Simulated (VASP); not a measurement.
Level of theory: PBE GGA, VASP's PBE PAW potentials (set 64) (plane waves; VASP).

VASP input:

### POSCAR
```
NiSb
1.0
  2.0091170000  -3.3216480000   0.0000000000
  2.0091170000   3.3216480000   0.0000000000
  0.0000000000   0.0000000000   5.1233900000
Ni Sb
2 2
Direct
  0.0000000000   0.0000000000   0.5000000000
  0.0000000000   0.0000000000   0.0000000000
  0.3333330000   0.6666670000   0.2500000000
  0.6797060000   0.3463720000   0.7500000000
```

**INCAR**
```
PREC = Accurate
LASPH = .True.
ISIF = 2   ! forces and stress, cell fixed
LMAXMIX = 4
SYSTEM = NiSb
SIGMA = 0.1   ! width (eV)
LWAVE = .False.
LREAL = .False.   ! projection in real space or not
ALGO = Normal
ISMEAR = 1   ! Methfessel-Paxton
EDIFF = 1E-6
GGA = PE
LCHARG = .False.
NELM = 100   ! most electronic steps
ENCUT = 600   ! plane-wave cut-off (eV)
```

**KPOINTS**
```
kpoints
0
gamma
 8 8 6
```

POTCAR, in this order: Ni Sb (PBE.64 set). Program: vasp_std.

Output of the run:

OSZICAR:
```
       N       E                     dE             d eps       ncg     rms          rms(c)
DAV:   1     0.180711752287E+03    0.18071E+03   -0.13821E+04  5168   0.182E+03
DAV:   2    -0.111924920450E+02   -0.19190E+03   -0.18673E+03  5198   0.339E+02
DAV:   3    -0.213352864987E+02   -0.10143E+02   -0.97790E+01  5887   0.953E+01
DAV:   4    -0.216417129599E+02   -0.30643E+00   -0.30384E+00  5798   0.152E+01
DAV:   5    -0.216510126022E+02   -0.92996E-02   -0.92954E-02  6320   0.280E+00    0.133E+01
DAV:   6    -0.242295997697E+02   -0.25786E+01   -0.35215E+01  5672   0.109E+02    0.172E+01
DAV:   7    -0.202457207712E+02    0.39839E+01   -0.13060E+01  5609   0.763E+01    0.396E+00
DAV:   8    -0.203051762646E+02   -0.59455E-01   -0.15501E+00  7171   0.114E+01    0.269E+00
DAV:   9    -0.202420091725E+02    0.63167E-01   -0.25306E-01  5834   0.899E+00    0.631E-01
DAV:  10    -0.202426949878E+02   -0.68582E-03   -0.83976E-03  5596   0.881E-01    0.477E-01
DAV:  11    -0.202423004298E+02    0.39456E-03   -0.66606E-04  6447   0.222E-01    0.136E-01
DAV:  12    -0.202421290320E+02    0.17140E-03   -0.57348E-04  7453   0.405E-01    0.315E-02
DAV:  13    -0.202421325423E+02   -0.35103E-05   -0.63918E-05  5597   0.646E-02    0.271E-02
DAV:  14    -0.202421321167E+02    0.42556E-06   -0.18471E-06  3514   0.140E-02
   1 F= -.20242132E+02 E0= -.20241902E+02  d E =-.689865E-03
```

File OUTCAR:
```
------------------------ aborting loop because EDIFF is reached ----------------------------------------
  FORCE on cell =-STRESS in cart. coord.  units (eV):
  Direction    XX          YY          ZZ          XY          YZ          ZX
  --------------------------------------------------------------------------------------
  Total        0.3754956      3.1816607      1.5489079      0.3580298      0.0000000      0.0000000
  in kB        8.7977019     74.5449459     36.2902477      8.3884851      0.0000000      0.0000000
  external PRESSURE =      39.8776318 kB  Pullay stress =       0.0000000 kB
  volume of cell :       68.38
      direct lattice vectors                 reciprocal lattice vectors
     2.009117000 -3.321648000  0.000000000     0.248865546 -0.150527690  0.000000000
     2.009117000  3.321648000  0.000000000     0.248865546  0.150527690  0.000000000
     0.000000000  0.000000000  5.123390000     0.000000000  0.000000000  0.195183267
 POSITION                                       TOTAL-FORCE (eV/Angst)
 -----------------------------------------------------------------------------------
      0.00000      0.00000      2.56169         0.156373      0.011473     -0.011700
      0.00000      0.00000      0.00000         0.156373      0.011473      0.011700
      2.00912      1.10722      1.28085         0.024640     -0.332248      0.000000
      2.06151     -1.10722      3.84254        -0.337385      0.309301      0.000000
 -----------------------------------------------------------------------------------
    total drift:                               -0.000004     -0.000005     -0.000000
  FREE ENERGIE OF THE ION-ELECTRON SYSTEM (eV)
  ---------------------------------------------------
  free  energy   TOTEN  =       -20.2421321167 eV

  energy  without entropy=      -20.2414422519  energy(sigma->0) =      -20.24190216
```
(Selected blocks of OUTCAR.)

File OUTCAR:
```
 val. band max:       10.0902970826   @ k =  -0.3750   0.3750   0.0000

 cond. band min:      10.1052621922   @ k =  -0.0000   0.3750  -0.1667


 Fermi energy:        10.1014415513

 k-point     1 :       0.0000    0.0000    0.0000
  band No.  band energies     occupation
      1      -2.9344      2.00000
      2       1.6231      2.00000
      3       3.7967      2.00000
      4       6.1150      2.00000
      5       6.1571      2.00000
      6       6.9084      2.00000
      7       7.4404      2.00000
      8       7.5529      2.00000
      9       7.9364      2.00000
     10       7.9686      2.00000
     11       8.7233      2.00000
     12       8.7483      2.00000
     13      10.0422      1.83321
     14      10.4695     -0.00000
     15      10.8730     -0.00000
     16      12.4566      0.00000
     17      12.6269      0.00000
     18      13.2487      0.00000
     19      14.0870      0.00000

 k-point     2 :       0.1250   -0.0000    0.0000
  band No.  band energies     occupation
      1      -2.7427      2.00000
      2       1.6043      2.00000
      3       4.0114      2.00000
      4       6.0576      2.00000
      5       6.1763      2.00000
      6       6.8410      2.00000
      7       7.3086      2.00000
      8       7.4730      2.00000
      9       7.8381      2.00000
     10       7.9939      2.00000
     11       8.7239      2.00000
     12       8.7372      2.00000
     13       9.4299      2.00000
     14       9.9798      2.07090
     15      10.0878      1.22844
     16      11.8296     -0.00000
     17      13.1529      0.00000
     18      13.6709      0.00000
     19      14.6720      0.00000

 k-point     3 :      -0.0000    0.1250    0.0000
  band No.  band energies     occupation
      1      -2.7429      2.00000
      2       1.6080      2.00000
      3       4.0126      2.00000
      4       6.0573      2.00000
      5       6.2026      2.00000
      6       6.8205      2.00000
      7       7.3061      2.00000
...
```

Unless said otherwise, spin-orbit coupling is left out, though it shifts the bands of the heavy elements here.

The compound is NiSb in the NiAs type structure. The cell was not relaxed at this level, atoms are displaced from their ideal sites. The run is one of a series of settings (ENCUT = 600 against the base run), some of them coarse on purpose. The run is not spin-polarised, so no magnetic state was tried.
